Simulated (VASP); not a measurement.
## Bi (space group R-3m): computed properties

Method: r2SCAN meta-GGA, VASP's PBE PAW potentials (set 64) (plane waves; VASP).

```yaml
space_group: R-3m (166)
cell: a = 4.540 Å, b = 4.540 Å, c = 12.313 Å, α = 90.00°, β = 90.00°, γ = 120.00°
volume_per_atom: 36.63 Å³/atom
band gap (over mesh and band path): none (metal, semimetal or under 0.01 eV)
density: 9.47 g/cm³
```

```yaml
crystal:
  lattice:
    - [2.26984, 1.31049, 4.10427]
    - [-2.26984, 1.31049, 4.10427]
    - [0.00000, -2.62099, 4.10427]
  atoms:
    - { symbol: Bi, position: [0.23131, 0.23131, 0.23131] }
    - { symbol: Bi, position: [0.76869, 0.76869, 0.76869] }
```

Unless said otherwise, spin-orbit coupling is left out, though it shifts the bands of the heavy elements here.

The structure comes from a measured Bi entry (R-3m) of the Crystallography Open Database, whose conditions weren't checked. It was relaxed first. Symmetry was kept, so distortions that lower it aren't found.
